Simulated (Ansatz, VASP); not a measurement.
# BP in two plane-wave programs, part 3 of 3

Aim: how closely do two programs agree when they are given the same cell, functional and k mesh? The cell is taken from a series of runs on this material, whose earlier steps may have relaxed, scaled, displaced or heated it; both programs get it as it stands.

VASP 6.6.1 and Ansatz 0.2.0.

So far: VASP: zone-centre phonons, PBE, pair 1; Ansatz: zone-centre phonons, PBE, pair 1; Comparison; VASP: zone-centre phonons, PBE, pair 2; Ansatz: zone-centre phonons, PBE, pair 2; Side by side.

## (8) VASP: zone-centre phonons, PBE, pair 3

Level of this step: PBE; plane waves and PAW (B, P) (VASP).

Second derivatives magnify differences that forces hide, and they need a tight electronic threshold. The cell compared in this pair holds 24.93 Å³, against 24.46 Å³ for the pair before.

INCAR

```
SYSTEM = BP
PREC = Accurate
ENCUT = 500
EDIFF = 1E-08
NELM = 120
ISMEAR = 0
SIGMA = 0.01
LREAL = .FALSE.
ALGO = Normal
GGA = PE
NBANDS = 10
LORBIT = 11
LWAVE = .FALSE.
LCHARG = .FALSE.
ISIF = 2
IBRION = 8
LEPSILON = .TRUE.
LASPH = .TRUE.
GGA_COMPAT = .FALSE.
EFERMI = MIDGAP
KPAR = 2
```

POSCAR

```
BP
1.0
    0.0000000000      2.3187070783      2.3187070783
    2.3187070783      0.0000000000      2.3187070783
    2.3187070783      2.3187070783      0.0000000000
B P
1 1
Direct
    0.0000000000      0.0000000000      0.0000000000
    0.7500000000      0.7500000000      0.7500000000
```

KPOINTS

```
Automatic mesh
0
Gamma
12 12 12
0 0 0
```

Potentials, in the order of the species: B and P (PBE family, release 64).

Launch:

```bash
$ mpirun -np 2 vasp_std
```

Numbers of over 12 decimals in the logs are rounded to 6 here.

What it wrote:

```text
[... set-up lines as in an earlier step ...]
 entering main loop
       N       E                     dE             d eps       ncg     rms          rms(c)
DAV:   1     0.955343929275E+01    0.95534E+01   -0.39064E+03  1440   0.697E+02
DAV:   2    -0.128876949659E+02   -0.22441E+02   -0.21487E+02  2046   0.108E+02
DAV:   3    -0.134651623405E+02   -0.57747E+00   -0.57602E+00  1740   0.163E+01
DAV:   4    -0.134677297687E+02   -0.25674E-02   -0.25671E-02  1804   0.126E+00
[...]
DAV:  14    -0.128908709175E+02   -0.81032E-07   -0.37212E-08  1644   0.118E-03    0.345E-04
DAV:  15    -0.128908708873E+02    0.30258E-07   -0.26579E-09   882   0.357E-04    0.534E-04
DAV:  16    -0.128908708911E+02   -0.38496E-08   -0.66459E-10   818   0.138E-04
   1 F= -.12890871E+02 E0= -.12890871E+02  d E =0.000000E+00
 Linear response reoptimize wavefunctions to high precision
DAV:   1    -0.128908708903E+02    0.77432E-09   -0.39344E-11   952   0.426E-05
DAV:   2    -0.128908708903E+02    0.39904E-10   -0.26947E-12   798   0.123E-05
 Linear response G [H, r] |phi>, progress :
  Direction:   1
[...]
RMM:  12    -0.404974544058E-01   -0.23884E-08    0.18074E-07  5899   0.434E-06    0.610E-08
 first order change of Fermi-energy   0.24772E+01
 force on displaced ion       1 direction 1 : -16.701  -0.000  -0.000
 Born effective charge ion    1 direction 1 :  -0.290   0.000   0.000
 Linear response progress:
  Degree of freedom:   2/  2
       N       E                     dE             d eps       ncg     rms          rms(c)
RMM:   1    -0.435788625033E-01   -0.43579E-01    0.88579E-03 13090   0.142E+00
RMM:   2    -0.411226476849E-01    0.24562E-02   -0.17642E-03  8702   0.221E-01    0.140E-01
RMM:   3    -0.410187140935E-01    0.10393E-03   -0.67691E-05  9269   0.365E-02    0.803E-02
RMM:   4    -0.412216392260E-01   -0.20293E-03    0.11305E-05  9118   0.367E-02    0.818E-03
[...]
RMM:  11    -0.411864160860E-01    0.57173E-08   -0.82041E-07  9244   0.861E-06    0.349E-07
RMM:  12    -0.411864178722E-01   -0.17862E-08   -0.81693E-07  6820   0.621E-06    0.228E-07
RMM:  13    -0.411864183058E-01   -0.43364E-09   -0.79346E-07  4298   0.618E-06    0.174E-08
 first order change of Fermi-energy  -0.24770E+01
 force on displaced ion       2 direction 1 : -16.695  -0.000  -0.000
 Born effective charge ion    2 direction 1 :   0.287   0.000   0.000
 Born effective charges drift removed
 Linear response finished
```

From OUTCAR (step 8):

```text
  Total       -1.3376786     -1.3376786     -1.3376786      0.0000000      0.0000000     -0.0000000
  in kB      -85.9596645    -85.9596645    -85.9596645      0.0000000      0.0000000     -0.0000000
  external PRESSURE =     -85.9596645 kB  Pullay stress =       0.0000000 kB

 POSITION                                       TOTAL-FORCE (eV/Angst)
 -----------------------------------------------------------------------------------
      0.00000      0.00000      0.00000         0.000000      0.000000      0.000000
      3.47806      3.47806      3.47806        -0.000000     -0.000000     -0.000000
 -----------------------------------------------------------------------------------
    total drift:                               -0.000000     -0.000000     -0.000000

 MACROSCOPIC STATIC DIELECTRIC TENSOR (including local field effects in DFT)
 ------------------------------------------------------
           9.257023    -0.000000    -0.000000
           0.000000     9.257023     0.000000
          -0.000000     0.000000     9.257023
 ------------------------------------------------------

 MACROSCOPIC STATIC DIELECTRIC TENSOR IONIC CONTRIBUTION
 ------------------------------------------------------
           0.035753    -0.000000    -0.000000
          -0.000000     0.035753    -0.000000
          -0.000000    -0.000000     0.035753
 ------------------------------------------------------

[... 1 part as in an earlier step ...]

[... 1 further part left out ...]
```

## (9) Ansatz: zone-centre phonons, PBE, pair 3

The same cell, functional and mesh now go to Ansatz, which takes its cutoff from its data sets.

The cell is taken from a series of runs on this material, whose earlier steps may have relaxed, scaled, displaced or heated it; both programs get it as it stands.

input.yaml

```yaml
crystal:
  lattice:
    - [0.0, 2.3187070783, 2.3187070783]
    - [2.3187070783, 0.0, 2.3187070783]
    - [2.3187070783, 2.3187070783, 0.0]
  atoms:
    - { symbol: B, position: [0.0, 0.0, 0.0] }
    - { symbol: P, position: [0.75, 0.75, 0.75] }
kpoints:
  mp_grid: { grid: [12, 12, 12] }
hamiltonian:
  xc: pbe
  pseudopotentials: { kind: paw, azcp: { folder: soft_1 } }
scf:
  occupations: { method: fixed }
output:
  eigenvalues: true
phonons:
  method: dfpt
  dielectric: true
  rigid_motions: translations
```

Launch:

```bash
$ ansatz run input.yaml --threads 4 --pin off --max-ram 10240MiB --backend cpu --events-out ev --progress --plain --runs-dir out
```

What it wrote:

```text
[...]
Crystal: 2 atoms, lattice volume = 24.933 Å³
Basis set: ecut = 420 eV, 531 PW (Γ), exchange–correlation on 48×48×48 points (8 copies of the dense FFT grid, shifted against one another)
Bands: 8, of which v1, the nominal top of the filled ones, is band 4 counted from 1 (3 counted from 0)
Symmetry: 24 space group operations
k-points: 280 of 1728 (irreducible under 4 space group operations, time reversal used)
[...]
optical modes at Γ + LO–TO along q̂ = [1.0000, 0.0000, 0.0000]:
      ω (cm⁻¹)  modes    IR ((D/Å)²/amu)
[...]
optical modes at Γ + LO–TO along q̂ = [0.0000, 1.0000, 0.0000]:
      ω (cm⁻¹)  modes    IR ((D/Å)²/amu)
        753.73      2             0.5390
        755.39      1             0.2695
  optical modes at Γ + LO–TO along q̂ = [0.0000, 0.0000, 1.0000]:
      ω (cm⁻¹)  modes    IR ((D/Å)²/amu)
        753.73      2             0.5390
        755.39      1             0.2695
[key lines of the parts left out:]
SCF converged after 8 iterations
Free energy (F): -912.409390 eV
Fermi energy:    8.377741 eV
```

## (10) Differences

Compared:

| quantity | Ansatz | VASP | difference |
| --- | --- | --- | --- |
| ε∞ xx | 9.20 | 9.26 | -0.57 % |
| ε∞ yy | 9.20 | 9.26 | -0.57 % |
| ε∞ zz | 9.20 | 9.26 | -0.57 % |
| Born charge of B1 (mean of the diagonal) (e) | -0.31 | -0.29 | -0.02 |
| Born charge of P2 (mean of the diagonal) (e) | 0.31 | 0.29 | +0.02 |
| optical mode 1 to 3 (cm⁻¹) | 753.7 | 752.8 | +0.13 % |

Modes are paired by rising frequency, not by their patterns, so a pair may set unlike modes beside each other; they are those without the splitting of longitudinal modes.

## (11) Results

```
r.m.s. difference of the optical zone-centre modes, each program's sorted by frequency (zone-centre phonons, PBE, pair 1) : 1.2 cm⁻¹
difference in ε∞ xx (zone-centre phonons, PBE, pair 1)                                                                    : -0.6 %
r.m.s. difference of the optical zone-centre modes, each program's sorted by frequency (zone-centre phonons, PBE, pair 2) : 1.1 cm⁻¹
difference in ε∞ xx (zone-centre phonons, PBE, pair 2)                                                                    : -0.6 %
r.m.s. difference of the optical zone-centre modes, each program's sorted by frequency (zone-centre phonons, PBE, pair 3) : 0.97 cm⁻¹
difference in ε∞ xx (zone-centre phonons, PBE, pair 3)                                                                    : -0.6 %
```

In words: The r.m.s. difference of the optical zone-centre modes, each program's sorted by frequency is 1.2 cm⁻¹ (zone-centre phonons, PBE, pair 1). Among the rows given in per cent, the largest difference of the zone-centre phonons, PBE, pair 1 pair is in ε∞ xx, -0.6 %. Among the rows given in per cent, the largest difference of the zone-centre phonons, PBE, pair 2 pair is in ε∞ xx, -0.6 %. Among the rows given in per cent, the largest difference of the zone-centre phonons, PBE, pair 3 pair is in ε∞ xx, -0.6 %. Such differences can come from data sets, numerical settings and the points named under the comparisons, not from the functional's error against experiment.

[Lines on the potential files, build, host, timing and source positions are cut from VASP's logs without a mark.]

[Logs are printed without paths, hosts, clocks, repeated set-up lines and the standing remarks that a program may print on its own settings, such as how far it seeks lower states.]

[Hosts, paths, dates, database ids (printed as entryN), source tags and the programs' standing remarks are cut or masked in the printed files.]
